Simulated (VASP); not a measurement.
Computed with PBE GGA with D4 dispersion, VASP's PBE PAW potentials (set 64) (plane waves; VASP).

A VASP calculation is set up with these files.

INCAR:
```
! general
SYSTEM =CdSe
PREC   =Accurate
ENCUT  =520
LREAL  =.FALSE.
LASPH  =.TRUE.

! electronic loop
EDIFF  =1E-6   ! SCF stop (eV)
NELM   =100   ! most electronic steps
ALGO   =Normal
LMAXMIX=4   ! l cut-off of mixed one-centre charges

! smearing
ISMEAR =0   ! Gaussian
SIGMA  =0.05   ! width (eV)

! functional
GGA    =PE   ! PBE
IVDW   =13   ! D4

! ions
IBRION =2   ! conjugate gradients
NSW    =60
ISIF   =3
EDIFFG =-0.02   ! ionic stop

! output
LWAVE  =.FALSE.
LCHARG =.FALSE.
```

**KPOINTS**
```
Automatic mesh
0
Gamma
5 5 3
0 0 0
```

File POSCAR:
```
CdSe
1.0
  2.1700328336  -3.7586068789   0.0000000000
  2.1700328336   3.7586068789   0.0000000000
  0.0000000000   0.0000000000   7.0661042406
Cd Se
2 2
Cart
  2.1700328336  -1.2528714654   3.5339292012
  2.1700328336   1.2528714654   0.0008770809
  2.1700328336  -1.2528714654   6.1890302339
  2.1700328336   1.2528714654   2.6559781136
```

POTCAR, in this order: Cd Se (PBE.64 set). Program: vasp_std.

Output of the run:

**OUTCAR**
```
 ion  position               nearest neighbor table
   1  0.667  0.333  0.500-   4 2.66   4 2.66   4 2.66   3 2.66
   2  0.333  0.667  0.000-   3 2.66   3 2.66   3 2.66   4 2.66
   3  0.667  0.333  0.876-   2 2.66   2 2.66   2 2.66   1 2.66
   4  0.333  0.667  0.376-   1 2.66   1 2.66   1 2.66   2 2.66
  LATTYP: Found a hexagonal cell.
 ALAT       =     4.3400654568
 C/A-ratio  =     1.6281100622
 Subroutine PRICEL returns:
 Original cell was already a primitive cell.
 Subroutine GETGRP returns: Found 12 space group operations
The static configuration has the point symmetry C_3v.
 The point group associated with its full space group is C_6v.
The dynamic configuration has the point symmetry C_3v.
 Subroutine INISYM returns: Found 12 space group operations
 Subroutine IBZKPT returns following result:
 Found     10 irreducible k-points:

 Following reciprocal coordinates:
            Coordinates               Weight
  0.000000  0.000000  0.000000      1.000000
  0.200000  0.000000  0.000000      6.000000
  0.400000  0.000000  0.000000      6.000000
  0.200000  0.200000  0.000000      6.000000
  0.400000  0.200000  0.000000      6.000000
  0.000000  0.000000  0.333333      2.000000
  0.200000  0.000000  0.333333     12.000000
  0.400000  0.000000  0.333333     12.000000
  0.200000  0.200000  0.333333     12.000000
  0.400000  0.200000  0.333333     12.000000
   k-points           NKPTS =     10   k-points in BZ     NKDIM =     10   number of bands    NBANDS=     22
   number of dos      NEDOS =    301   number of ions     NIONS =      4
   total plane-waves  NPLWV =  55296
   dimension x,y,z NGX =    32 NGY =   32 NGZ =   54
   dimension x,y,z NGXF=    64 NGYF=   64 NGZF=  108
   ions per type =               2   2
   PREC   = accura    normal or accurate (medium, high low for compatibility)
   ISTART =      0    job   : 0-new  1-cont  2-samecut
   ICHARG =      2    charge: 1-file 2-atom 10-const
   ISPIN  =      1    spin polarized calculation?
   LNONCOLLINEAR =      F non collinear calculations
   LSORBIT =      F    spin-orbit coupling
   INIWAV =      1    electr: 0-lowe 1-rand  2-diag
   ENCUT  =  520.0 eV  38.22 Ry    6.18 a.u.   8.07  8.07 13.14*2*pi/ulx,y,z
   NELM   =    100;   NELMIN=  2; NELMDL= -5     # of ELM steps
   EDIFF  = 0.1E-05   stopping-criterion for ELM
   LREAL  =      F    real-space projection
   NLSPLINE    = F    spline interpolate recip. space projectors
   LMAXMIX     =    4 max onsite mixed and CHGCAR
   VOSKOWN=      0    Vosko Wilk Nusair interpolation
   EDIFFG = -.2E-01   stopping-criterion for IOM
   NSW    =     60    number of steps for IOM
   NBLOCK =      1;   KBLOCK =     60    inner block; outer block
   IBRION =      2    ionic relax: 0-MD 1-quasi-New 2-CG
   NFREE  =      1    steps in history (QN), initial steepest desc. (CG)
   ISIF   =      3    stress and relaxation
   ISYM   =      2    0-nonsym 1-usesym 2-fastsym
   TEIN   =    0.0    initial temperature
   TEBEG  =    0.0;   TEEND  =   0.0 temperature during run
   SMASS  =  -3.00    Nose mass-parameter (am)
   PSTRESS=    0.0 pullay stress
   NELECT =      36.0000    total number of electrons
   EFERMI =   0.00;   METHOD = LEGACY
   ISMEAR =     0;   SIGMA  =   0.05  broadening in eV -4-tet -1-fermi 0-gaus
   IALGO  =     38    algorithm
   LDIAG  =      T    sub-space diagonalisation (order eigenvalues)
   IMIX   =      4    mixing-type and parameters
     AMIX     =   0.40;   BMIX     =  1.00
     AMIX_MAG =   1.60;   BMIX_MAG =  1.00
     AMIN     =   0.10
   GGA     = PE    functional components
   VOSKOWN =     0    Vosko Wilk Nusair interpolation
   LHFCALC =     F    Hartree Fock is set to
   LHFONE  =     F    Hartree Fock one center treatment
   AEXX    =    0.0000 exact exchange contribution
...
```

OSZICAR:
```
       N       E                     dE             d eps       ncg     rms          rms(c)
DAV:   1     0.246095322198E+03    0.24610E+03   -0.17300E+04   440   0.146E+03
DAV:   2     0.287299115953E+01   -0.24322E+03   -0.23825E+03   488   0.350E+02
DAV:   3    -0.115628181568E+02   -0.14436E+02   -0.14351E+02   524   0.819E+01
DAV:   4    -0.117179223410E+02   -0.15510E+00   -0.15490E+00   476   0.818E+00
DAV:   5    -0.117191072967E+02   -0.11850E-02   -0.11849E-02   548   0.691E-01    0.874E+00
DAV:   6    -0.109888461045E+02    0.73026E+00   -0.16566E+00   518   0.127E+01    0.681E+00
DAV:   7    -0.109572085246E+02    0.31638E-01   -0.61611E-01   494   0.434E+00    0.262E+00
DAV:   8    -0.109551264015E+02    0.20821E-02   -0.70941E-02   458   0.295E+00    0.385E-01
DAV:   9    -0.109549907729E+02    0.13563E-03   -0.10368E-02   506   0.130E+00    0.132E-01
DAV:  10    -0.109551138442E+02   -0.12307E-03   -0.11047E-03   488   0.406E-01    0.799E-02
DAV:  11    -0.109552268507E+02   -0.11301E-03   -0.26736E-04   470   0.111E-01    0.209E-02
DAV:  12    -0.109552084710E+02    0.18380E-04   -0.12056E-04   562   0.115E-01    0.877E-03
DAV:  13    -0.109552112280E+02   -0.27571E-05   -0.16576E-05   452   0.330E-02    0.674E-03
DAV:  14    -0.109552111891E+02    0.38916E-07   -0.10394E-06   402   0.527E-03
   1 F= -.12214063E+02 E0= -.12214063E+02  d E =-.122141E+02
       N       E                     dE             d eps       ncg     rms          rms(c)
DAV:   1    -0.109542715580E+02    0.93967E-03   -0.69218E-02   440   0.256E+00    0.357E-01
DAV:   2    -0.109521836876E+02    0.20879E-02   -0.59034E-03   488   0.958E-01    0.128E-01
DAV:   3    -0.109519028873E+02    0.28080E-03   -0.64081E-04   482   0.209E-01    0.104E-01
DAV:   4    -0.109518510580E+02    0.51829E-04   -0.10139E-04   500   0.770E-02    0.166E-02
DAV:   5    -0.109518496065E+02    0.14514E-05   -0.24532E-05   482   0.571E-02    0.920E-03
DAV:   6    -0.109518500854E+02   -0.47890E-06   -0.29455E-06   352   0.177E-02
   2 F= -.12214200E+02 E0= -.12214200E+02  d E =-.136988E-03
```

OUTCAR:
```
------------------------ aborting loop because EDIFF is reached ----------------------------------------
  Edisp (eV):   -1.26235
  FORCE on cell =-STRESS in cart. coord.  units (eV):
  Direction    XX          YY          ZZ          XY          YZ          ZX
  --------------------------------------------------------------------------------------
  Total       0.02140     0.02140     0.03405     0.00000     0.00000     0.00000
  in kB       0.29822     0.29822     0.47444     0.00000     0.00000     0.00000
  external pressure =        0.36 kB  Pullay stress =        0.00 kB
  volume of cell :      114.98
      direct lattice vectors                 reciprocal lattice vectors
     2.167115011 -3.753553063 -0.000000000     0.230721488 -0.133207122  0.000000000
     2.167115011  3.753553063  0.000000000     0.230721488  0.133207122 -0.000000000
     0.000000000  0.000000000  7.067571805     0.000000000 -0.000000000  0.141491311
  FREE ENERGIE OF THE ION-ELECTRON SYSTEM (eV)
  ---------------------------------------------------
  free  energy   TOTEN  =       -12.2142002581 eV

  energy  without entropy=      -12.2142002581  energy(sigma->0) =      -12.21420026

 reached required accuracy - stopping structural energy minimisation
```
(Selected blocks of OUTCAR.)

CONTCAR:
```
CdSe
   1.00000000000000
     2.1671150109193960   -3.7535530627498801   -0.0000000000000000
     2.1671150109193960    3.7535530627498801    0.0000000000000000
     0.0000000000000000    0.0000000000000000    7.0675718047670433
  Cd              Se
     2     2
Direct
     0.6666669999999968    0.3333330000000032    0.5000722189710577
     0.3333330000000032    0.6666669999999968    0.0000722189710577
     0.6666669999999968    0.3333330000000032    0.8759277810289400
     0.3333330000000032    0.6666669999999968    0.3759277810289400
```

The compound is CdSe in the wurtzite structure. This run relaxes it. Symmetry was kept, so distortions that lower it aren't found. The start is the result of an earlier pass.
